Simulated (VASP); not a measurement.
Data:

```
SnO2
1.0
    4.72884     0.00000     0.00000
    0.00000     4.72884     0.00000
    0.00000     0.00000     3.19616
Sn O
2 4
Direct
  0.00000   0.00000   0.00000
  0.50000   0.50000   0.50000
  0.30598   0.30598   0.00000
  0.80598   0.19402   0.50000
  0.19402   0.80598   0.50000
  0.69402   0.69402   0.00000
```

Level of theory: LDA (Ceperley-Alder, Perdew-Zunger), VASP's LDA PAW potentials (set 64) (plane waves; VASP). Numerical set-up: 620 eV cut-off, 5×5×7 Γ-centred mesh, Gaussian smearing of 0.050 eV, potentials Sn_d O.

Energy and stress use the plane-wave basis of the starting cell.

The ions, cell shape and volume at an external pressure of 5.0 GPa are relaxed. Which structure does the run end with?

```
SnO2
1.0
    4.68302     0.00000     0.00000
    0.00000     4.68302     0.00000
    0.00000     0.00000     3.18218
Sn O
2 4
Direct
  0.00000   0.00000   0.00000
  0.50000   0.50000   0.50000
  0.30568   0.30568   0.00000
  0.80568   0.19432   0.50000
  0.19432   0.80568   0.50000
  0.69432   0.69432   0.00000
```
Space group P4_2/mnm (136), at a tolerance of 0.03 Å.

How do energy and volume change from the first to the last step?

The energy (σ→0) changes by +4.0 meV/atom and the volume by -2.4 %, in 7 ionic steps.

```
step  E(σ→0) (eV)  max force (eV/Å)  pressure (GPa)  volume (Å³)
----  -----------  ----------------  --------------  -----------
1        -42.2953             0.010           -0.21        71.47
2        -42.1382             0.206           13.75        67.54
3        -42.2721             0.072            4.95        69.87
4        -42.2711             0.074            5.06        69.83
5        -42.2696             0.024            5.08        69.74
6        -42.2697             0.022            5.07        69.75
7        -42.2711             0.007            4.92        69.79
```

The compound is SnO2 in the rutile structure. This run relaxes it under an external pressure of 5 GPa. Symmetry was kept, so distortions that lower it aren't found.
